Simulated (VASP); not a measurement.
# AlInSb2 (P-4m2) in VASP: notebook, part 2 of 2

VASP 6.6.1.

## Step 3: Single point, LDA

This run uses another cell than the first one, of the same volume but with other edges.

The input, INCAR:

```
ALGO = Fast
EDIFF = 1E-7
ENCUT = 520
ISIF = 2
ISMEAR = 0
LASPH = True
LCHARG = True
LELF = True
LREAL = False
LVHAR = True
LWAVE = False
NBANDS = 21
NELM = 100
PREC = Accurate
SIGMA = 0.03
```

The input, KPOINTS:

```
k-points
0
Gamma
  8 8 6
```

The input, POSCAR:

```
AlInSb2
1.0
    4.2404641252      0.0000000000      0.0000000000
    0.0000000000      4.2404641252      0.0000000000
    0.0000000000      0.0000000000      7.1693654095
Al In Sb
1 1 2
Direct
    0.0000000000      0.0000000000      0.0000000000
    0.5000000000      0.5000000000      0.5000000000
    0.0000000000      0.5000000000      0.2333653700
    0.5000000000      0.0000000000      0.7666346300
```

Potentials or basis: VASP PAW LDA potentials, release 64 (Al, In_d, Sb).

Started as:

```bash
> cat potpaw_LDA.64/Al/POTCAR potpaw_LDA.64/In_d/POTCAR potpaw_LDA.64/Sb/POTCAR > POTCAR
> mpirun -np 1 vasp_std > vasp.out
```

OUTCAR:

```text
EDIFF = 1E-7
   ENCUT = 520
   ISIF = 2
   ISMEAR = 0
   LASPH = True
   LREAL = False
   NELM = 100
   PREC = Accurate

 ion  position               nearest neighbor table
   1  0.000  0.000  0.000-   3 2.70   4 2.70   3 2.70   4 2.70
   2  0.500  0.500  0.500-   3 2.85   4 2.85   4 2.85   3 2.85
   3  0.000  0.500  0.233-   1 2.70   1 2.70   2 2.85   2 2.85
   4  0.500  0.000  0.767-   1 2.70   1 2.70   2 2.85   2 2.85

  LATTYP: Found a simple tetragonal cell.
 ALAT       =     4.2404641252
 C/A-ratio  =     1.6907029980

  Lattice vectors:

 A1 = (   4.2404641252,   0.0000000000,   0.0000000000)
 A2 = (   0.0000000000,   4.2404641252,   0.0000000000)
 A3 = (   0.0000000000,   0.0000000000,   7.1693654095)

Analysis of symmetry for initial positions (statically):
=====================================================================
 Subroutine PRICEL returns:
 Original cell was already a primitive cell.

 Routine SETGRP: Setting up the symmetry group for a
 simple tetragonal supercell.

 Subroutine GETGRP returns: Found  8 space group operations
 (whereof  8 operations were pure point group operations)
 out of a pool of 16 trial point group operations.

The static configuration has the point symmetry D_2d.

Analysis of symmetry for dynamics (positions and initial velocities):
=====================================================================
 Subroutine PRICEL returns:
 Original cell was already a primitive cell.

 Routine SETGRP: Setting up the symmetry group for a
 simple tetragonal supercell.

 Subroutine GETGRP returns: Found  8 space group operations
 (whereof  8 operations were pure point group operations)
 out of a pool of 16 trial point group operations.

The dynamic configuration has the point symmetry D_2d.

 Subroutine INISYM returns: Found  8 space group operations
 (whereof  8 operations are pure point group operations),
 and found     1 'primitive' translations

----------------------------------------------------------------------------------------

                                     Primitive cell

  volume of cell :     128.9162

  direct lattice vectors                    reciprocal lattice vectors
     4.240464125  0.000000000  0.000000000     0.235823243  0.000000000  0.000000000
     0.000000000  4.240464125  0.000000000     0.000000000  0.235823243  0.000000000
     0.000000000  0.000000000  7.169365410     0.000000000  0.000000000  0.139482359

  length of vectors
     4.240464125  4.240464125  7.169365410     0.235823243  0.235823243  0.139482359

  position of ions in fractional coordinates (direct lattice)
     0.000000000  0.000000000  0.000000000
     0.500000000  0.500000000  0.500000000
     0.000000000  0.500000000  0.233365370
     0.500000000  0.000000000  0.766634630

  ion indices of the primitive-cell ions
   primitive index   ion index
                 1           1
                 2           2
                 3           3
                 4           4

----------------------------------------------------------------------------------------

 KPOINTS: k-points

Automatic generation of k-mesh.
 Grid dimensions read from file:
 generate k-points for:    8    8    6

 Generating k-lattice:

  Cartesian coordinates                     Fractional coordinates (reciprocal lattice)
     0.029477905  0.000000000  0.000000000     0.125000000  0.000000000  0.000000000
     0.000000000  0.029477905  0.000000000     0.000000000  0.125000000  0.000000000
     0.000000000  0.000000000  0.023247060     0.000000000  0.000000000  0.166666667

  Length of vectors
     0.029477905  0.029477905  0.023247060

  Shift w.r.t. Gamma in fractional coordinates (k-lattice)
     0.000000000  0.000000000  0.000000000

 Subroutine IBZKPT returns following result:
 ===========================================

 Found     60 irreducible k-points:

 Following reciprocal coordinates:
            Coordinates               Weight
  0.000000  0.000000  0.000000      1.000000
  0.125000  0.000000  0.000000      4.000000
  0.250000  0.000000  0.000000      4.000000
  0.375000  0.000000  0.000000      4.000000
  0.500000  0.000000  0.000000      2.000000
  0.125000  0.125000  0.000000      4.000000
[... 16 lines left out ...]
  0.375000  0.125000  0.166667     16.000000
  0.500000  0.125000  0.166667      8.000000
 [... further k-points ...]
   k-points           NKPTS =     60   k-points in BZ     NKDIM =     60   number of bands    NBANDS=     21
   number of dos      NEDOS =    301   number of ions     NIONS =      4
   total plane-waves  NPLWV =  55296
   dimension x,y,z NGX =    32 NGY =   32 NGZ =   54
   dimension x,y,z NGXF=    64 NGYF=   64 NGZF=  108
   ions per type =               1   1   2
   NGX,Y,Z   is equivalent  to a cutoff of  12.55, 12.55, 12.52 a.u.
   NGXF,Y,Z  is equivalent  to a cutoff of  25.09, 25.09, 25.04 a.u.
 SYSTEM =  unknown system
   PREC   = accura    normal or accurate (medium, high low for compatibility)
   ISTART =      0    job   : 0-new  1-cont  2-samecut
   ICHARG =      2    charge: 1-file 2-atom 10-const
   ISPIN  =      1    spin polarized calculation?
   LNONCOLLINEAR =      F non collinear calculations
   LSORBIT =      F    spin-orbit coupling
   LASPH  =      T    aspherical Exc in radial PAW
   ENCUT  =  520.0 eV  38.22 Ry    6.18 a.u.   7.88  7.88 13.33*2*pi/ulx,y,z
   NELM   =    100;   NELMIN=  2; NELMDL= -5     # of ELM steps
   EDIFF  = 0.1E-06   stopping-criterion for ELM
   LREAL  =      F    real-space projection
   EDIFFG = 0.1E-05   stopping-criterion for IOM
   NSW    =      0    number of steps for IOM
   IBRION =     -1    ionic relax: 0-MD 1-quasi-New 2-CG
   NFREE  =      0    steps in history (QN), initial steepest desc. (CG)
   ISIF   =      2    stress and relaxation
   ISYM   =      2    0-nonsym 1-usesym 2-fastsym
   POTIM  = 0.5000    time-step for ionic-motion
   TEBEG  =    0.0;   TEEND  =   0.0 temperature during run
   PSTRESS=    0.0 pullay stress
   NELECT =      26.0000    total number of electrons
   NUPDOWN=      -1.0000    fix difference up-down
   EMIN   =  10.00;   EMAX   =-10.00  energy-range for DOS
   EFERMI =   0.00;   METHOD = LEGACY
   ISMEAR =     0;   SIGMA  =   0.03  broadening in eV -4-tet -1-fermi 0-gaus
   EFERMI_NEDOS =   21; number of points for ismear=-14 and -15
   IALGO  =     68    algorithm
   IMIX   =      4    mixing-type and parameters
     AMIX     =   0.40;   BMIX     =  1.00
     AMIX_MAG =   1.60;   BMIX_MAG =  1.00
  volume/ion in A,a.u.               =      32.23       217.49
  Fermi-wavevector in a.u.,A,eV,Ry     =   0.960056  1.814244 12.540604  0.921708
  Thomas-Fermi vector in A             =   2.089307
   LORBIT       =      0    0 simple, 1 ext, 2 COOP (PROOUT), +10 PAW based schemes
   GGA     = CA    functional components
   LHFCALC =     F    Hartree Fock is set to
   AEXX    =    0.0000 exact exchange contribution
   IVDW    =     0    specifies the selected vdW correction
   LEPSILON=     F    determine dielectric tensor
   LRPA    =     F    only Hartree local field effects (RPA)
 non-spin polarized calculation
 RMM-DIIS sequential band-by-band and
 Gauss-broadening in eV      SIGMA  =   0.03
  energy-cutoff  :      520.00
  volume of cell :      128.92
 maximum number of plane-waves:      3495
 NGX is ok and might be reduce to    32

 number of electron      26.0000017 magnetization

 Free energy of the ion-electron system (eV)
  ---------------------------------------------------
  ext. energy  EPLUGINS =         0.00000000
  ---------------------------------------------------
  free energy    TOTEN  =       -17.08092571 eV

  energy without entropy =      -17.08061381  energy(sigma->0) =      -17.08076976

 E-fermi :   4.9170     XC(G=0):  -8.8735

 val. band max:        4.8703481856   @ k =   0.2500   0.0000   0.0000
 cond. band min:       4.9173932742   @ k =   0.1250   0.0000   0.0000
 fundamental gap:      0.0470450886
 Fermi energy:         4.9169502263

 k-point     1 :       0.0000    0.0000    0.0000
  band No.  band energies     occupation
      1      -9.9293      2.00000
      2      -9.8475      2.00000
      3      -9.8475      2.00000
      4      -9.8155      2.00000
      5      -9.8071      2.00000
      6      -6.0257      2.00000
[... 565 lines left out ...]
     20       9.4909      0.00000
     21       9.7301      0.00000

 [... further k-points ...]

------------------------ aborting loop because EDIFF is reached ----------------------------------------

  FORCE on cell =-STRESS in cart. coord.  units (eV):
  Direction    XX          YY          ZZ          XY          YZ          ZX
  --------------------------------------------------------------------------------------
  -------------------------------------------------------------------------------------
  Total        0.5108847      0.5108847     -5.9549945      0.0000000      0.0000000      0.0000000
  in kB        6.3493018      6.3493018    -74.0089844      0.0000000      0.0000000      0.0000000
  external PRESSURE =     -20.4367936 kB  Pullay stress =       0.0000000 kB

 VOLUME and BASIS-vectors are now :
 -----------------------------------------------------------------------------
  energy-cutoff  :      520.00
  volume of cell :      128.92
      direct lattice vectors                 reciprocal lattice vectors
     4.240464125  0.000000000  0.000000000     0.235823243  0.000000000  0.000000000
     0.000000000  4.240464125  0.000000000     0.000000000  0.235823243  0.000000000
     0.000000000  0.000000000  7.169365410     0.000000000  0.000000000  0.139482359

 POSITION                                       TOTAL-FORCE (eV/Angst)
 -----------------------------------------------------------------------------------
      0.00000      0.00000      0.00000         0.000000     -0.000000      0.000000
      2.12023      2.12023      3.58468         0.000000      0.000000      0.000000
      0.00000      2.12023      1.67308         0.000000     -0.000000      0.128448
      2.12023      0.00000      5.49628         0.000000     -0.000000     -0.128448
 -----------------------------------------------------------------------------------
    total drift:                                0.000000      0.000000     -0.000000

  FREE ENERGIE OF THE ION-ELECTRON SYSTEM (eV)
  ---------------------------------------------------
  free  energy   TOTEN  =       -17.0809257109 eV

  energy  without entropy=      -17.0806138066  energy(sigma->0) =      -17.08076976
```

Wall time 1.7 min (1 thread of Intel Xeon Platinum 8488C (Sapphire Rapids), shared host); peak memory 0.3 GiB.

What came out:

| Quantity | Value |
| --- | --- |
| Free energy | -17.0809 eV |
| Pressure | -2.0 GPa |
| Largest force | 0.128 eV/Å |
| Band gap on the k mesh | none (metal or under the smearing width) |

Forces in eV/Å, atoms in the order of the input:
```
Al   0.000  0.000  0.000
In   0.000  0.000  0.000
Sb   0.000  0.000  0.128
Sb   0.000  0.000 -0.128
```

Stress tensor (GPa, compression positive):
```
 0.63  0.00  0.00
 0.00  0.63  0.00
 0.00  0.00 -7.40
```

## Step 4: Single point, LDA

This run uses another cell than the first one, of the same volume but with other edges.

The input, INCAR:

```
PREC = Accurate
ENCUT = 520
EDIFF = 1E-6
ISMEAR = 0
SIGMA = 0.03
LREAL = False
LASPH = True
NELM = 100
ALGO = Fast
ISIF = 2
LWAVE = False
LCHARG = True
GGA = CA
LELF = True
LVHAR = True
NBANDS = 21
```

The input, KPOINTS:

```
Automatic mesh
0
Gamma
  8 8 6
```

The input, POSCAR:

```
AlInSb2
1.0
    4.6331660600      0.0000000000      0.0000000000
    0.0000000000      4.6331660600      0.0000000000
    0.0000000000      0.0000000000      6.0055359401
Al In Sb
1 1 2
Direct
    0.0000000000      0.0000000000      0.0000000000
    0.5000000000      0.5000000000      0.5000000000
    0.0000000000      0.5000000000      0.2333653700
    0.5000000000      0.0000000000      0.7666346300
```

Started as:

```bash
> cat potpaw_LDA.64/Al/POTCAR potpaw_LDA.64/In_d/POTCAR potpaw_LDA.64/Sb/POTCAR > POTCAR
> mpirun -np 1 vasp_std > vasp.out
```

It took 88 s on 1 thread of Intel Xeon Platinum 8488C (Sapphire Rapids), shared host; peak memory 0.32 GiB.

Results (log left out):

```
Free energy            : -17.3816 eV
Pressure               : -2.0 GPa
Largest force          : 0.009 eV/Å
Band gap on the k mesh : 0.27 eV, direct
```

Forces on the atoms (eV/Å):
```
Al   0.000  0.000  0.000
In   0.000  0.000  0.000
Sb   0.000  0.000 -0.009
Sb   0.000  0.000  0.009
```

Stress tensor (GPa, compression positive):
```
-2.83  0.00  0.00
 0.00 -2.83  0.00
 0.00  0.00 -0.29
```

Levels at points of the mesh, in eV from the valence-band top:
```csv
k point,band 10,band 11,band 12,band 13,band 14,band 15,band 16,band 17
"(0.00, 0.00, 0.00)",-2.51,-0.11,-0.11,0.00,0.27,0.88,1.21,2.93
"(0.50, 0.00, 0.00)",-2.58,-2.38,-1.53,-1.10,1.57,2.15,4.36,4.40
"(0.50, 0.50, 0.00)",-2.07,-2.00,-2.00,-1.86,1.10,1.39,1.39,1.97
"(0.00, 0.00, 0.50)",-1.85,-1.85,-1.37,-1.37,1.07,1.23,2.68,2.99
"(0.50, 0.00, 0.50)",-1.48,-0.96,-0.75,-0.60,0.57,0.74,3.40,3.56
"(0.50, 0.50, 0.50)",-3.00,-2.76,-2.67,-2.67,4.16,4.41,4.41,4.53
```

Caveat: spin-orbit coupling is left out, which moves the levels of the heavy elements. A k mesh can miss the band edges.
